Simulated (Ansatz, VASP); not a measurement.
**Mo4C (C/Mo(110)): VASP beside Ansatz**

Wanted: the spread between two codes on one cell, functional and k mesh. Of the first pair: The structure shown is the start of the Ansatz relaxation below; VASP solves that cell, so the two are compared at the walk's first step.

Main program and level: Ansatz 0.2.0; plane waves, with VASP 6.6.1 beside it; PBE.

### Step 1. Starting point

The cell holds 5 atoms: 4 Mo and 1 C. Cell: a = 2.728 Å, b = 2.728 Å, c = 26.445 Å, α = 90.0°, β = 90.0°, γ = 70.5°. Vacuum lies along c.

### Step 2. Ansatz: relaxation, PBE

Ansatz runs on its default PAW (the set named soft_2) files.

The two programs are compared at the cell with which this relaxation starts, whose forces are those of its first step.

Contents of input.yaml:

```yaml
crystal:
  lattice:
    - [2.2273863607, -1.575, 0.0]
    - [2.2273863607, 1.575, 0.0]
    - [0.0, 0.0, 26.444717352]
  atoms:
    - { symbol: Mo, position: [0.0, 0.0, 0.3403326222] }
    - { symbol: Mo, position: [0.5, 0.5, 0.424560649] }
    - { symbol: Mo, position: [0.0, 0.0, 0.5096294256] }
    - { symbol: Mo, position: [0.5, 0.5, 0.5907855867] }
    - { symbol: C, position: [0.84, 0.84, 0.6596673778] }
kpoints:
  mp_grid: { grid: [12, 12, 1] }
hamiltonian:
  xc: pbe
scf:
  occupations: { method: fermi_dirac, width: 0.1 }
  convergence: { dr2_threshold: 1.0e-08 }
efield:
  axis: 3
  dipole_correction: true
  ramp_position: 0.97
  ramp_width: 0.06
relax:
  f_tol: 0.02
  max_steps: 60
  constraints: [{ sites: [0, 1] }]
output:
  write_potential: true
  write_density: true
  volumetric_format: npy
```

Command:

```bash
$ ansatz run input.yaml --threads 4 --pin off --max-ram 16384MiB --backend cpu --events-out ev --progress --plain --runs-dir out
```

Numbers of over 12 decimals in the logs are rounded to 6 here.

Output:

```text
Engine: ansatz 0.2.0, aarch64-unknown-linux-gnu
Pseudopotentials: kind: paw
Pseudopotential: Mo, paw, valence charge 14, recommended cutoff 420 eV (normal), Mo.paw.azcp
Pseudopotential: C, paw, valence charge 4, recommended cutoff 420 eV (normal), C.paw.azcp
Functional definition: PBE
  parameter kappa = 0.804
  parameter beta = 0.066725
  exchange = pbe_x(kappa = kappa, mu = beta*pi^2/3)
  correlation = pbe_c(beta = beta)
Crystal: 5 atoms, lattice volume = 185.543 Å³
Basis set: ecut = 420 eV, 3691 PW (Γ), exchange–correlation on 40×40×360 points (8 copies of the dense FFT grid, shifted against one another)
Bands: 36, of which v1, the nominal top of the filled ones, is band 30 counted from 1 (29 counted from 0)
Symmetry: 2 space group operations
Space group: Cm (ITA 8), of the structure as read, at distance tolerance 5.7e-5 Å
k-points: 43 of 144 (time reversal used)
Non-local potential: Mo, projectors of the file, l = 0: 3, l = 1: 2, l = 2: 2, l = 3: 1
Non-local potential: C, projectors of the file, l = 0: 2, l = 1: 2, l = 2: 1
PAW form: soft (Blöchl's): semilocal exchange-correlation on the pseudo side does not see the compensation charge
PAW one-centre angular grid: Mo, 590 points (default); XC on 64 Gauss nodes
PAW one-centre angular grid: C, 110 points (default); XC on 64 Gauss nodes
Initial density: superposition of atomic densities (neutral atoms: chi_scale 0, normalization atom), corrected by the library's trained network
Initial wavefunctions: pseudopotential atomic-orbital guess
Functional: x = pbe(κ = 0.804, μ = 0.219515), c = pbe(β = 0.066725)
SCF iter   1: F=—  HF=-20069.333551 eV  |F-HF|=—  |Δ(HF+E_count)|=         —  Δρ=4.45e-3  dr2=2.57e-1  ethr=1.77e-3  p=-0.085 e·Å  D=-8.26e-2 V/Å  ΔV_dip=2.18 eV  dr2_dipole=3.00e-2  V_vac-E_F(+/−)=7.02/4.83 eV  ⟨swp⟩=9.1  Hψ=17523  notcnv=0  defer=6
efield: sawtooth ramp at fractional position 0.9700 (set: `efield.ramp_position`, or a place that a band, a saddle search or an elastic batch's reference lends), width 0.0600; the density the first Hamiltonian is built on has a dipole p = -0.085 e·Å; the dipole correction subtracts the counter field D = -8.26e-2 V/Å, which shifts the + side's vacuum level by +2.18 eV against the − side's; the planar-averaged density in the ramp window peaks in size at 2.2e-5 e/Å³
automatic band count: the SCF goes on with 42 bands, as 36 were too few: the levels above may hold too much charge
preconditioner: auto → LDOS  [metal: Δε(μ)=0.032 eV  Ē_g=5.360 eV  σ=0.100 eV  W_gap=0.08  n_scr=18 (ndim 8)  ℏωp=14.4 eV  f_vac=0.552  D(μ)=4.00/eV (n_scr^D=16)  β→1.0]
SCF iter   2: F=—  HF=-20069.328204 eV  |F-HF|=—  |Δ(HF+E_count)|=   5.35e-3  Δρ=2.04e-3  dr2=2.50e-2  ethr=4.29e-4  p=-0.092 e·Å  D=-9.02e-2 V/Å  ΔV_dip=2.38 eV  dr2_dipole=4.82e-5  V_vac-E_F(+/−)=7.05/4.67 eV  ⟨swp⟩=1.5  Hψ=2187  notcnv=0  defer=9
SCF iter   3: F=—  HF=-20069.326243 eV  |F-HF|=—  |Δ(HF+E_count)|=   1.96e-3  Δρ=5.41e-4  dr2=2.09e-3  ethr=4.16e-5  p=-0.093 e·Å  D=-9.05e-2 V/Å  ΔV_dip=2.39 eV  dr2_dipole=4.99e-5  V_vac-E_F(+/−)=7.08/4.68 eV  ⟨swp⟩=2.0  Hψ=2345  notcnv=0  defer=9
SCF iter   4: F=—  HF=-20069.326103 eV  |F-HF|=—  |Δ(HF+E_count)|=   1.40e-4  Δρ=1.60e-4  dr2=1.18e-4  ethr=3.49e-6  p=-0.094 e·Å  D=-9.18e-2 V/Å  ΔV_dip=2.43 eV  dr2_dipole=2.60e-6  V_vac-E_F(+/−)=7.09/4.67 eV  ⟨swp⟩=2.0  Hψ=2405  notcnv=0  defer=9
SCF iter   5: F=—  HF=-20069.326098 eV  |F-HF|=—  |Δ(HF+E_count)|=   5.18e-6  Δρ=5.58e-5  dr2=1.40e-5  ethr=1.97e-7  p=-0.094 e·Å  D=-9.21e-2 V/Å  ΔV_dip=2.44 eV  dr2_dipole=6.45e-9  V_vac-E_F(+/−)=7.10/4.66 eV  ⟨swp⟩=3.3  Hψ=2908  notcnv=0  defer=9
SCF iter   6: F=—  HF=-20069.326085 eV  |F-HF|=—  |Δ(HF+E_count)|=   1.26e-5  Δρ=2.02e-5  dr2=1.75e-6  ethr=2.33e-8  p=-0.095 e·Å  D=-9.24e-2 V/Å  ΔV_dip=2.44 eV  dr2_dipole=2.90e-9  V_vac-E_F(+/−)=7.11/4.66 eV  ⟨swp⟩=2.4  Hψ=2474  notcnv=0  defer=9
SCF iter   7: F=—  HF=-20069.326163 eV  |F-HF|=—  |Δ(HF+E_count)|=   7.75e-5  Δρ=5.93e-6  dr2=1.37e-7  ethr=2.91e-9  p=-0.095 e·Å  D=-9.26e-2 V/Å  ΔV_dip=2.45 eV  dr2_dipole=2.56e-9  V_vac-E_F(+/−)=7.11/4.66 eV  ⟨swp⟩=2.3  Hψ=2677  notcnv=0  defer=8
SCF iter   8: F=—  HF=-20069.326163 eV  |F-HF|=—  |Δ(HF+E_count)|=   8.45e-8  Δρ=1.78e-6  dr2=1.06e-8  ethr=2.28e-10  p=-0.095 e·Å  D=-9.27e-2 V/Å  ΔV_dip=2.45 eV  dr2_dipole=3.94e-10  V_vac-E_F(+/−)=7.11/4.66 eV  ⟨swp⟩=2.5  Hψ=2732  notcnv=0  defer=7
SCF iter   9: F=-20069.326163 eV  HF=-20069.326163 eV  |F-HF|=3.38e-9  |Δ(HF+E_count)|=   6.16e-9  Δρ=5.96e-7  dr2=1.26e-9  ethr=1.67e-11  p=-0.095 e·Å  D=-9.27e-2 V/Å  ΔV_dip=2.45 eV  dr2_dipole=3.78e-11  V_vac-E_F(+/−)=7.11/4.66 eV  ⟨swp⟩=10.0  Hψ=11766  notcnv=0
SCF 1 converged in 9 iterations: F = -20069.326163 eV  dr2 = 1.26e-9
  greatest PAW one-centre occupation: 0.998 electrons in one spin orbital (limit 2), on the Mo atom at site 0 (counted from 0), in its partial waves of l = 0
[...]
SCF iter   8: F=-20071.127575 eV  HF=-20071.127575 eV  |F-HF|=1.56e-8  |Δ(HF+E_count)|=   5.81e-8  Δρ=8.33e-7  dr2=1.04e-9  ethr=1.67e-11  p=-0.047 e·Å  D=-4.63e-2 V/Å  ΔV_dip=1.22 eV  dr2_dipole=3.13e-11  V_vac-E_F(+/−)=5.85/4.63 eV  ⟨swp⟩=9.9  Hψ=11090  notcnv=0
SCF 6 converged in 8 iterations: F = -20071.127575 eV  dr2 = 1.04e-9
relax step   6: F+E_penalty+E_count = -20071.12757470 eV  Δ(F+E_penalty+E_count) = -9.920e-3 eV  max|allowed force component| = 4.178e-2 eV/Å  Δτ_max = 0.0754 Å  (8 SCF iters, accepted)
SCF iter   1: F=—  HF=-20071.128244 eV  |F-HF|=—  |Δ(HF+E_count)|=         —  Δρ=1.18e-3  dr2=2.08e-3  ethr=8.83e-5  p=-0.047 e·Å  D=-4.63e-2 V/Å  ΔV_dip=1.22 eV  dr2_dipole=2.14e-4  V_vac-E_F(+/−)=5.85/4.63 eV  ⟨swp⟩=2.1  Hψ=3603  notcnv=0  defer=22
efield: sawtooth ramp at fractional position 0.9700 (set: `efield.ramp_position`, or a place that a band, a saddle search or an elastic batch's reference lends), width 0.0600; the density the first Hamiltonian is built on has a dipole p = -0.047 e·Å; the dipole correction subtracts the counter field D = -4.63e-2 V/Å, which shifts the + side's vacuum level by +1.22 eV against the − side's; the planar-averaged density in the ramp window peaks in size at 2.0e-6 e/Å³
preconditioner: auto → LDOS  [metal: Δε(μ)=0.077 eV  Ē_g=5.942 eV  σ=0.100 eV  W_gap=0.19  n_scr=18 (ndim 8)  ℏωp=14.4 eV  f_vac=0.573  D(μ)=3.12/eV (n_scr^D=14)  β→1.0]
SCF iter   2: F=—  HF=-20071.127998 eV  |F-HF|=—  |Δ(HF+E_count)|=   2.45e-4  Δρ=4.74e-4  dr2=4.23e-4  ethr=3.47e-6  p=-0.047 e·Å  D=-4.58e-2 V/Å  ΔV_dip=1.21 eV  dr2_dipole=1.88e-6  V_vac-E_F(+/−)=5.84/4.63 eV  ⟨swp⟩=3.2  Hψ=3665  notcnv=0  defer=22
SCF iter   3: F=—  HF=-20071.127857 eV  |F-HF|=—  |Δ(HF+E_count)|=   1.42e-4  Δρ=1.03e-4  dr2=1.85e-5  ethr=7.05e-7  p=-0.047 e·Å  D=-4.62e-2 V/Å  ΔV_dip=1.22 eV  dr2_dipole=6.63e-8  V_vac-E_F(+/−)=5.85/4.63 eV  ⟨swp⟩=2.4  Hψ=2971  notcnv=0  defer=22
SCF iter   4: F=—  HF=-20071.127825 eV  |F-HF|=—  |Δ(HF+E_count)|=   3.21e-5  Δρ=1.75e-5  dr2=1.11e-6  ethr=3.08e-8  p=-0.047 e·Å  D=-4.62e-2 V/Å  ΔV_dip=1.22 eV  dr2_dipole=2.35e-8  V_vac-E_F(+/−)=5.85/4.63 eV  ⟨swp⟩=3.0  Hψ=3434  notcnv=0  defer=22
SCF iter   5: F=—  HF=-20071.127901 eV  |F-HF|=—  |Δ(HF+E_count)|=   7.67e-5  Δρ=5.17e-6  dr2=4.01e-8  ethr=1.85e-9  p=-0.047 e·Å  D=-4.62e-2 V/Å  ΔV_dip=1.22 eV  dr2_dipole=5.67e-10  V_vac-E_F(+/−)=5.85/4.63 eV  ⟨swp⟩=2.1  Hψ=2487  notcnv=0  defer=22
SCF iter   6: F=-20071.127901 eV  HF=-20071.127901 eV  |F-HF|=1.45e-8  |Δ(HF+E_count)|=   1.08e-7  Δρ=1.44e-6  dr2=4.95e-9  ethr=1.67e-11  p=-0.047 e·Å  D=-4.62e-2 V/Å  ΔV_dip=1.22 eV  dr2_dipole=3.96e-11  V_vac-E_F(+/−)=5.85/4.63 eV  ⟨swp⟩=11.0  Hψ=12723  notcnv=0
SCF 7 converged in 6 iterations: F = -20071.127901 eV  dr2 = 4.95e-9
relax step   7: F+E_penalty+E_count = -20071.12790147 eV  Δ(F+E_penalty+E_count) = -3.268e-4 eV  max|allowed force component| = 1.810e-2 eV/Å  Δτ_max = 0.0133 Å  (6 SCF iters, accepted)
NSCF: frozen V_eff on 43 k-points
the band table was solved once a step of the walk had ended and its energy, with any forces and stress, was formed, with the checks that follow a solve (9753 applications of the Hamiltonian). They found nothing against the state; the energy, forces and stress were not computed again (output.eigenvalues in the input reference)
WARN: The input density's exchange-correlation potential varies sharply where the density is thin. Do not read a vacuum level from v_tot or v_xc, or from such a field of the output density. On a cell that repeats whose density bears no net charge and no dipole along the vacuum's axis use v_es (v_loc + v_h of the components); under efield.dipole_correction with no amplitude use v_es + v_field, which holds any external [...]
SCF converged after 6 iterations
Free energy (F): -20071.127901 eV
Harris-Foulkes:  -20071.127901 eV  (|F-HF|=1.45e-8)
Internal energy: -20071.022078 eV  (E = F + TS)
E sigma→0 (E₀):  -20071.074990 eV
Entropy (-TS):   -0.105824 eV (-21.165 meV/atom)
Fermi energy:    4.165319 eV
Dipole field:    D = -0.046205 V/Å  (p = -0.047378 e·Å, saw-weighted, corrected)
Work function:   Φ+ = 5.8488 eV   Φ− = 4.6269 eV
Levels:          The Fermi level and band energies are counted from a zero that moves with the ramp; work functions are not
--- Per-component energies (eV) ---
  E_band       = -1170.985941
  E_kinetic    = 1851.203166
  E_local      = -87914.758982  (includes V_loc(G=0)·N_el)
  E_nonlocal   = 600.415771
  E_hartree    = 42924.637858
  E_xc         = -780.487885
  E_vxc        = -973.430036  (∫ρ·V_xc dr)
  E_paw        = -12904.021554  (= ΣΔE_a)
  E_vpaw       = -582.172691  (= ΣTr[D̂ρ^β])
  E_aug_tail   = 0.000203  (compensation charges beyond the density's cutoff)
  E_efield     = 0.001095  (sawtooth field / dipole correction)
  E_vefield    = -1.519271  (∫n·V_field dr)
  E_ewald      = 36151.988250
  E_smearing   = -0.105824  (= −TS)
  E_closure    = 0.000000  (closes the sum)
  Σ components = -20071.127901   (vs F -20071.127901, Δ=0.00e0)
--- Forces (eV/Å), atoms counted from 1 ---
  atom   1  Mo    -0.01657367    -0.00000000     0.62214152
  atom   2  Mo     0.03445443     0.00000000    -0.62420671
  atom   3  Mo    -0.01809691     0.00000000     0.00374146
  atom   4  Mo    -0.00633511    -0.00000000    -0.00721574
  atom   5  C      0.00654983    -0.00000000     0.00554597
  max |Σ_I F_I| component: 6.50e-6 eV/Å
--- Band table (eV; the first three rows and the last of 43) ---
  k-point 0: bands = [... 26 lower, 2.5885, 2.8380, 3.2516, 3.3859, 3.9522, 5.0018, 5.4154, 5.5066, ... 8 higher]
  k-point 1: bands = [... 26 lower, 2.5878, 2.8167, 3.0666, 3.3577, 4.1528, 4.4924, 5.2847, 5.4067, ... 8 higher]
  k-point 2: bands = [... 26 lower, 2.3827, 2.5595, 2.8445, 3.4273, 3.9031, 4.6982, 5.1524, 5.3393, ... 8 higher]
  k-point 42: bands = [... 26 lower, 3.2711, 3.7918, 4.5269, 5.1770, 5.6175, 5.9647, 6.3634, 7.0546, ... 8 higher]
--- Relaxed structure (7 steps of the walk, 7 accepted, 0 SCFs on fresh bases) ---
  F+E_penalty+E_count = -20071.12790147 eV   max|allowed force component| = 1.810e-2 eV/Å
  atoms:
    - { symbol: Mo, position: [0.0, 0.0, 0.3403326222] }
    - { symbol: Mo, position: [0.5, 0.5, 0.424560649] }
    - { symbol: Mo, position: [0.00418525, 0.00418525, 0.508674] }
    - { symbol: Mo, position: [0.509031, 0.509031, 0.598261] }
    - { symbol: C, position: [0.885986, 0.885986, 0.637308] }
```

### Step 3. VASP: single point, PBE, start cell, pair 1

The same cell, functional, mesh and smearing now go to VASP, with its own data sets.

Lines of VASP's logs that name or quote its potential files are left out, and so is its time.

Contents of INCAR:

```
SYSTEM = Mo4C
PREC = Accurate
ENCUT = 520
EDIFF = 1E-06
NELM = 120
ISMEAR = -1
SIGMA = 0.1
LREAL = .FALSE.
ALGO = Normal
GGA = PE
NBANDS = 37
LASPH = .TRUE.
LORBIT = 11
LWAVE = .FALSE.
LCHARG = .FALSE.
ISIF = 2
LDIPOL = .TRUE.
IDIPOL = 3
DIPOL = 0.5 0.5 0.506
LVHAR = .TRUE.
GGA_COMPAT = .FALSE.
NELMDL = -8
KPAR = 4
```

Contents of POSCAR:

```
Mo4C
1.0
    2.2273863607     -1.5750000000      0.0000000000
    2.2273863607      1.5750000000      0.0000000000
    0.0000000000      0.0000000000     26.4447173520
Mo C
4 1
Direct
    0.0000000000      0.0000000000      0.3403326222
    0.4999999190      0.4999999190      0.4245606353
    0.0000000000      0.0000000000      0.5096294213
    0.4999999190      0.4999999190      0.5907855921
    0.8399999807      0.8399999807      0.6596673645
```

Contents of KPOINTS:

```
Automatic mesh
0
Gamma
12 12 1
0 0 0
```

PAW data sets: Mo_sv and C (PBE family, release 64).

Command:

```bash
$ mpirun -np 4 vasp_std
```

Output:

```text
[banner, memory and clock lines left out]
running    4 mpi-ranks, on    1 nodes
 distrk:  each k-point on    1 cores,    4 groups
 distr:  one band on    1 cores,    1 groups

 POSCAR found type information on POSCAR MoC
 POSCAR found :  2 types and       5 ions
 LDA part: xc-table for (Slater+PW92), standard interpolation
 POSCAR, INCAR and KPOINTS ok, starting setup
 FFT: planning ... GRIDC
 FFT: planning ... GRID_SOFT
 FFT: planning ... GRID
 WAVECAR not read
 entering main loop
       N       E                     dE             d eps       ncg     rms          rms(c)
DAV:   1     0.626673507978E+03    0.62667E+03   -0.38003E+04  4070   0.148E+03
DAV:   2    -0.277138157186E+02   -0.65439E+03   -0.64256E+03  3752   0.441E+02
DAV:   3    -0.501527697448E+02   -0.22439E+02   -0.21480E+02  4177   0.726E+01
DAV:   4    -0.508774132031E+02   -0.72464E+00   -0.70951E+00  4223   0.106E+01
DAV:   5    -0.508976526639E+02   -0.20239E-01   -0.20057E-01  4125   0.157E+00
DAV:   6    -0.508984084610E+02   -0.75580E-03   -0.75220E-03  4351   0.261E-01
DAV:   7    -0.508984362535E+02   -0.27792E-04   -0.27674E-04  3784   0.403E-02
DAV:   8    -0.508984379320E+02   -0.16785E-05   -0.16727E-05  3255   0.736E-03    0.287E+01
DAV:   9    -0.108341404802E+03   -0.57443E+02   -0.46401E+02  4832   0.719E+01    0.431E+01
DAV:  10    -0.541805388011E+02    0.54161E+02   -0.55326E+02  4763   0.455E+01    0.227E+01
DAV:  11    -0.498105270425E+02    0.43700E+01   -0.15635E+02  4609   0.408E+01    0.110E+01
DAV:  12    -0.479524686910E+02    0.18581E+01   -0.31679E+01  4413   0.170E+01    0.799E+00
DAV:  13    -0.474164154371E+02    0.53605E+00   -0.74903E+00  4295   0.739E+00    0.654E+00
DAV:  14    -0.474327948466E+02   -0.16379E-01   -0.65580E-01  4252   0.368E+00    0.556E+00
[...]
DAV:  27    -0.472950765916E+02   -0.34835E-04   -0.46259E-05  3555   0.333E-02    0.166E-02
DAV:  28    -0.472950917572E+02   -0.15166E-04   -0.70150E-06  3436   0.135E-02    0.587E-03
DAV:  29    -0.472951004303E+02   -0.86732E-05   -0.15894E-06  2520   0.729E-03    0.394E-03
DAV:  30    -0.472951042720E+02   -0.38417E-05   -0.92478E-07  2278   0.482E-03    0.278E-03
DAV:  31    -0.472951092768E+02   -0.50047E-05   -0.59012E-07  2262   0.346E-03    0.165E-03
DAV:  32    -0.472951109820E+02   -0.17052E-05   -0.17127E-07  2026   0.188E-03    0.139E-03
DAV:  33    -0.472951132325E+02   -0.22505E-05   -0.25799E-07  2093   0.174E-03    0.508E-04
DAV:  34    -0.472951142315E+02   -0.99904E-06   -0.67784E-08  1980   0.844E-04
   1 F= -.47295114E+02 E0= -.47228705E+02  d E =-.132819E+00
```

OUTCAR, selected parts (step 3):

```text
ion  position               nearest neighbor table
   1  0.000  0.000  0.340-   2 2.73   2 2.73   2 3.15   2 3.15
   2  0.500  0.500  0.425-   1 2.73   1 2.73   3 2.75   3 2.75   1 3.15   1 3.15   3 3.17   3 3.17

  LATTYP: Found a base centered orthorhombic cell.
 ALAT       =     3.1500000000
 B/A-ratio  =     1.4142135623
 C/A-ratio  =     8.3951483657

 Subroutine GETGRP returns: Found  2 space group operations
 (whereof  2 operations were pure point group operations)

The static configuration has the point symmetry C_1h.

 Found     43 irreducible k-points:

   k-points           NKPTS =     43   k-points in BZ     NKDIM =     43   number of bands    NBANDS=     37

   dimension x,y,z NGX =    20 NGY =   20 NGZ =  200
   dimension x,y,z NGXF=    40 NGYF=   40 NGZF=  400

   ENCUT  =  520.0 eV  38.22 Ry    6.18 a.u.   5.07  5.07 49.17*2*pi/ulx,y,z

   NELECT =      60.0000    total number of electrons

 k-points in reciprocal lattice and weights: Automatic mesh
   0.00000000  0.00000000  0.00000000       0.007
   0.08333333 -0.00000000  0.00000000       0.028
   0.16666667  0.00000000  0.00000000       0.028
   0.25000000  0.00000000  0.00000000       0.028
   0.33333333  0.00000000  0.00000000       0.028
   0.41666667 -0.00000000  0.00000000       0.028
   0.50000000  0.00000000  0.00000000       0.014
   0.08333333  0.08333333  0.00000000       0.014
   0.16666667  0.08333333  0.00000000       0.028
[...]
-0.41666667  0.41666667  0.00000000       0.014
   0.50000000  0.50000000  0.00000000       0.007

 dipolmoment           0.000000      0.000000      0.095091 electrons x Angstroem

 average (electrostatic) potential at core
       1 -80.8312       2 -80.9973       3 -80.8839       4 -80.9557       5 -54.9148

 E-fermi :   0.8349

 k-point     1 :       0.0000    0.0000    0.0000
  band No.  band energies     occupation
    ...
     26      -0.5904      2.00000
     27      -0.5559      2.00000
     28      -0.1223      1.99986
     29      -0.0293      1.99965
     30       0.4869      1.94023
     31       1.1044      0.12658
     32       1.7247      0.00027
     33       1.7821      0.00015
     34       2.2011      0.00000
     35       2.3068      0.00000
    ...

 k-point     2 :       0.0833   -0.0000    0.0000
  band No.  band energies     occupation
    ...
     26      -0.7543      2.00000
     27      -0.6359      2.00000
     28      -0.1690      1.99991
     29       0.0369      1.99932
     30       0.3303      1.98721
     31       1.1175      0.11191
     32       1.3421      0.01246
     33       1.7166      0.00030
     34       2.0477      0.00001
     35       2.1823      0.00000
    ...

 k-point     3 :       0.1667    0.0000    0.0000
  band No.  band energies     occupation
    ...
     27      -0.7959      2.00000
     28      -0.4963      2.00000
     29       0.0243      1.99940
     30       0.4993      1.93261
     31       0.7049      1.57169
     32       1.4349      0.00495
     33       1.7788      0.00016
     34       1.8839      0.00006
     35       2.0712      0.00001
     36       2.3039      0.00000
    ...

  Total       -4.3081302     -2.6138747     -3.7738875      0.0000000      0.0000000     -0.0928467
  in kB      -37.2009788    -22.5709744    -32.5877591      0.0000000      0.0000000     -0.8017370
  external PRESSURE =     -30.7865708 kB  Pullay stress =       0.0000000 kB

  energy-cutoff  :      520.00
  volume of cell :      185.54
      direct lattice vectors                 reciprocal lattice vectors
     2.227386361 -1.575000000  0.000000000     0.224478343 -0.317460317  0.000000000
     2.227386361  1.575000000  0.000000000     0.224478343  0.317460317  0.000000000
     0.000000000  0.000000000 26.444717352     0.000000000  0.000000000  0.037814736

 POSITION                                       TOTAL-FORCE (eV/Angst)
 -----------------------------------------------------------------------------------
      0.00000      0.00000      9.00000         0.012051      0.000000      0.484789
      2.22739      0.00000     11.22739        -0.032193      0.000000     -0.468282
      0.00000      0.00000     13.47701        -0.043748      0.000000     -0.693383
      2.22739      0.00000     15.62316         0.200309      0.000000      2.921062
      3.74201      0.00000     17.44472        -0.136418      0.000000     -2.244185
 -----------------------------------------------------------------------------------
    total drift:                               -0.000016      0.000000     -0.000259

  FREE ENERGIE OF THE ION-ELECTRON SYSTEM (eV)
  ---------------------------------------------------
  free  energy   TOTEN  =       -47.2951142315 eV

  energy  without entropy=      -47.1622950658  energy(sigma->0) =      -47.22870465

 vacuum level on the upper side and lower side of the slab         7.942         5.490

 total charge
# of ion       s       p       d       tot
------------------------------------------
    1        2.372   6.128   3.881  12.381
    2        2.379   6.200   3.902  12.481
    3        2.384   6.212   3.935  12.531
    4        2.356   6.193   3.895  12.444
    5        1.016   1.018   0.000   2.033
--------------------------------------------------
tot         10.506  25.751  15.613  51.871

[... 3 further parts left out ...]
```

(Part 1 of 2 ends here.)

[Lines on the potential files, build, host, timing and source positions are cut from VASP's logs without a mark.]

[Logs are printed without paths, hosts, clocks, repeated set-up lines and the standing remarks that a program may print on its own settings, such as how far it seeks lower states.]

[Hosts, paths, dates, database ids (printed as entryN), source tags and the programs' standing remarks are cut or masked in the printed files.]
